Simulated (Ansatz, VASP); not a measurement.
# MgS (Niningerite): VASP beside Ansatz, part 2 of 2

Wanted: the spread between two codes on one cell, functional and k mesh. The cell is taken from a series of VASP runs on this material, whose earlier steps may have relaxed, scaled or displaced it; both programs get it as it stands.

VASP 6.6.1 and Ansatz 0.2.0.

So far. Step 2 (VASP: band structure, r2SCAN): The run ends at a pressure of 0.01 GPa. Step 6 (Ansatz: single point, r2SCAN, volume scaled by 0.96): The run ends at a pressure of 4.10 GPa.

## (7) VASP: single point, r2SCAN, volume scaled by 0.96

Level of this step: r2SCAN; plane waves and PAW (Mg, S) (VASP).

The same cell, functional, mesh and smearing now go to VASP, with its own data sets and cutoff.

File INCAR:

```
SYSTEM = MgS
PREC = Accurate
ENCUT = 400
EDIFF = 1E-06
NELM = 100
ISMEAR = 0
SIGMA = 0.05
LREAL = .FALSE.
ALGO = Normal
METAGGA = R2SCAN
LASPH = .TRUE.
NBANDS = 10
LORBIT = 11
LWAVE = .FALSE.
LCHARG = .FALSE.
KPAR = 2
ISIF = 2
```

File POSCAR:

```
MgS
1.0
    0.0000000000      2.5615959395      2.5615959395
    2.5615959395      0.0000000000      2.5615959395
    2.5615959395      2.5615959395      0.0000000000
Mg S
1 1
Direct
    0.0000000000      0.0000000000      0.0000000000
    0.5000000000      0.5000000000      0.5000000000
```

File KPOINTS:

```
Automatic mesh
0
Gamma
6 6 6
0 0 0
```

PAW data sets: Mg and S (PBE family, release 64).

Launch:

```console
$ mpirun -np 2 vasp_std
```

Numbers of over 12 decimals in the logs are rounded to 6 here.

Output:

```text
[banner, memory and clock lines left out]
running    2 mpi-ranks, on    1 nodes
[...]
[... a notice as in an earlier step ...]

 LDA part: xc-table for (None), standard interpolation
 POSCAR, INCAR and KPOINTS ok, starting setup
[...]
entering main loop
       N       E                     dE             d eps       ncg     rms          rms(c)
DAV:   1     0.824645983578E+01    0.82465E+01   -0.33723E+03   344   0.541E+02
DAV:   2    -0.161848212201E+02   -0.24431E+02   -0.23938E+02   420   0.102E+02
DAV:   3    -0.170412035706E+02   -0.85638E+00   -0.85549E+00   402   0.196E+01
DAV:   4    -0.170460503466E+02   -0.48468E-02   -0.48464E-02   400   0.177E+00
[...]
DAV:  11    -0.154924108564E+02   -0.42939E-05   -0.24133E-06   358   0.117E-02    0.101E-02
DAV:  12    -0.154924085597E+02    0.22967E-05   -0.10416E-07   188   0.211E-03    0.808E-04
DAV:  13    -0.154924083081E+02    0.25161E-06   -0.24672E-08   180   0.979E-04
   1 F= -.15492408E+02 E0= -.15492408E+02  d E =-.247514E-14
```

OUTCAR, selected parts (step 7):

```text
  Total        0.7567533      0.7567533      0.7567533      0.0000000     -0.0000000      0.0000000
  in kB       36.0664198     36.0664198     36.0664198      0.0000000     -0.0000000      0.0000000
  external PRESSURE =      36.0664198 kB  Pullay stress =       0.0000000 kB

 POSITION                                       TOTAL-FORCE (eV/Angst)
 -----------------------------------------------------------------------------------
      0.00000      0.00000      0.00000         0.000000      0.000000      0.000000
      2.56160      2.56160      2.56160         0.000000      0.000000     -0.000000
 -----------------------------------------------------------------------------------
    total drift:                               -0.000000     -0.000000      0.000000

  FREE ENERGIE OF THE ION-ELECTRON SYSTEM (eV)
  ---------------------------------------------------
  free  energy   TOTEN  =       -15.4924083081 eV

  energy  without entropy=      -15.4924083081  energy(sigma->0) =      -15.49240831

[... 3 further parts left out ...]
[key lines of the parts left out:]
E-fermi :   4.1739
```

The scan keeps the cell's shape and the fractional positions fixed.

## (8) Comparison

Both answers:

```csv
quantity,Ansatz,VASP,difference
pressure (GPa),4.10,3.61,+0.49
gap on the k mesh (eV),3.558,3.531,+0.027
```

A gap on the mesh is an upper bound, since the band edges may lie between its points.

## (9) Ansatz: single point, r2SCAN, volume scaled by 1.06

A single point gives forces, pressure and levels at one fixed geometry, so differences don't come from the geometry; what else differs is listed under the comparison. The cell compared in this pair holds 37.12 Å³, against 33.62 Å³ for the pair before.

The cell is a member of a volume series, scaled by 1.06 from a relaxed one, so a pressure remains.

File input.yaml:

```yaml
crystal:
  lattice:
    - [0.0, 2.6476190885, 2.6476190885]
    - [2.6476190885, 0.0, 2.6476190885]
    - [2.6476190885, 2.6476190885, 0.0]
  atoms:
    - { symbol: Mg, position: [0.0, 0.0, 0.0] }
    - { symbol: S, position: [0.5, 0.5, 0.5] }
hamiltonian:
  xc: r2scan
  pseudopotentials: { kind: paw }
kpoints:
  mp_grid: { grid: [6, 6, 6] }
scf:
  occupations: { method: gaussian, width: 0.05 }
  n_extra_bands: 4
output:
  forces: true
  stress: true
  eigenvalues: true
  write_density: true
  write_potential: true
  elf: true
  volumetric_format: npy
```

Launch:

```console
$ ansatz run input.yaml --threads 2 --pin off --max-ram 4608MiB --backend cpu --events-out ev --progress --plain --runs-dir out
```

Output:

```text
[...]
Crystal: 2 atoms, lattice volume = 37.119 Å³
Basis set: ecut = 500 eV, 941 PW (Γ), exchange–correlation on 120×120×120 points (64 copies of the dense FFT grid, shifted against one another)
Bands: 12, of which v1, the nominal top of the filled ones, is band 8 counted from 1 (7 counted from 0)
Symmetry: 48 space group operations
[...]
k-points: 16 of 216
[...]
--- Band table (eV; the first three rows and the last of 16) ---
  k-point 0: bands = [... 4 lower, -7.3183, 5.5714, 5.5714, 5.5714, 9.7839, 14.0844, 14.0844, 14.0844]
  k-point 1: bands = [... 4 lower, -7.0686, 4.0440, 5.4122, 5.4122, 10.8676, 13.7843, 14.3225, 14.3225]
  k-point 2: bands = [... 4 lower, -6.4768, 1.9165, 5.1327, 5.1327, 10.9278, 13.4304, 13.4304, 15.4083]
  k-point 15: bands = [... 4 lower, -5.7414, 2.0092, 3.1336, 3.5022, 10.4728, 12.3833, 15.2351, 15.9120]
[key lines of the parts left out:]
SCF converged after 6 iterations
Free energy (F): -2835.550881 eV
Fermi energy:    7.245172 eV
P = ⅓ Tr σ = -3.7608 GPa (-37.608 kbar)
```

Wall time 2.1 s (2 threads of Arm Neoverse N1, shared host); peak memory 0.37 GiB; 3.7 s of CPU time.

The run ends at a pressure of -3.76 GPa.

## (10) VASP: single point, r2SCAN, volume scaled by 1.06

The same cell, functional, mesh and smearing now go to VASP, with its own data sets and cutoff.

INCAR is that of step 7.

File POSCAR:

```
MgS
1.0
    0.0000000000      2.6476190885      2.6476190885
    2.6476190885      0.0000000000      2.6476190885
    2.6476190885      2.6476190885      0.0000000000
Mg S
1 1
Direct
    0.0000000000      0.0000000000      0.0000000000
    0.5000000000      0.5000000000      0.5000000000
```

KPOINTS is that of step 7.

Launch:

```console
$ mpirun -np 2 vasp_std
```

Output:

```text
[... set-up lines as in an earlier step ...]
 entering main loop
       N       E                     dE             d eps       ncg     rms          rms(c)
DAV:   1     0.118461146063E+02    0.11846E+02   -0.34072E+03   328   0.552E+02
DAV:   2    -0.159610153123E+02   -0.27807E+02   -0.26891E+02   426   0.975E+01
DAV:   3    -0.171150804550E+02   -0.11541E+01   -0.11526E+01   388   0.222E+01
DAV:   4    -0.171218113865E+02   -0.67309E-02   -0.67306E-02   374   0.205E+00
[...]
DAV:  11    -0.154793615643E+02   -0.23036E-05   -0.14740E-06   394   0.911E-03    0.562E-03
DAV:  12    -0.154793605574E+02    0.10069E-05   -0.64512E-08   186   0.163E-03    0.232E-03
DAV:  13    -0.154793605059E+02    0.51568E-07   -0.10564E-08   180   0.832E-04
   1 F= -.15479361E+02 E0= -.15479361E+02  d E =-.823294E-14
```

OUTCAR, selected parts (step 10):

```text
  Total       -0.9685955     -0.9685955     -0.9685955      0.0000000     -0.0000000     -0.0000000
  in kB      -41.8077218    -41.8077218    -41.8077218      0.0000000     -0.0000000     -0.0000000
  external PRESSURE =     -41.8077218 kB  Pullay stress =       0.0000000 kB

 POSITION                                       TOTAL-FORCE (eV/Angst)
 -----------------------------------------------------------------------------------
      0.00000      0.00000      0.00000        -0.000000     -0.000000     -0.000000
      2.64762      2.64762      2.64762         0.000000      0.000000      0.000000
 -----------------------------------------------------------------------------------
    total drift:                               -0.000000     -0.000000      0.000000

  FREE ENERGIE OF THE ION-ELECTRON SYSTEM (eV)
  ---------------------------------------------------
  free  energy   TOTEN  =       -15.4793605059 eV

  energy  without entropy=      -15.4793605059  energy(sigma->0) =      -15.47936051

[... 1 part as in an earlier step ...]

[... 2 further parts left out ...]
[key lines of the parts left out:]
E-fermi :   3.2892
```

The run ends at a pressure of -4.18 GPa.

## (11) Side by side

Compared:

```csv
quantity,Ansatz,VASP,difference
pressure (GPa),-3.76,-4.18,+0.42
gap on the k mesh (eV),3.347,3.316,+0.031
```

A gap on the mesh is an upper bound, since the band edges may lie between its points.

## (12) Other set-ups

Further runs change the set-up of one program: Ansatz's method, potentials or start, or VASP's data sets, cutoff or form of LDA. The table gives Ansatz less VASP for each quantity, since a change that brings one quantity closer may part another.

```csv
run,pressure (GPa),gap on the k mesh (eV)
as above,0.42,0.031
Ansatz's all-electron LAPW method,0.39,0.032
```

## (13) Outcome

```
difference in gap over the path points (band structure, r2SCAN)               : 0.029 eV
difference in gap on the k mesh (single point, r2SCAN, volume scaled by 0.96) : 0.027 eV
difference in gap on the k mesh (single point, r2SCAN, volume scaled by 1.06) : 0.031 eV
```

**Reading.** The difference in gap on the k mesh is 0.031 eV (single point, r2SCAN, volume scaled by 1.06), within the 0.08 eV picked in this series as the mark of a large difference. For band structure, r2SCAN, no further run moves any of the tabulated differences by more than a quarter of its size. For single point, r2SCAN, volume scaled by 1.06, no further run moves any of the tabulated differences by more than a quarter of its size. 1 further run of this series is not shown here. Such differences can come from data sets, numerical settings and the points named under the comparisons, not from the functional's error against experiment.

[Lines on the potential files, build, host, timing and source positions are cut from VASP's logs without a mark.]

[Logs are printed without paths, hosts, clocks, repeated set-up lines and the standing remarks that a program may print on its own settings, such as how far it seeks lower states.]

[Hosts, paths, dates, database ids (printed as entryN), source tags and the programs' standing remarks are cut or masked in the printed files.]
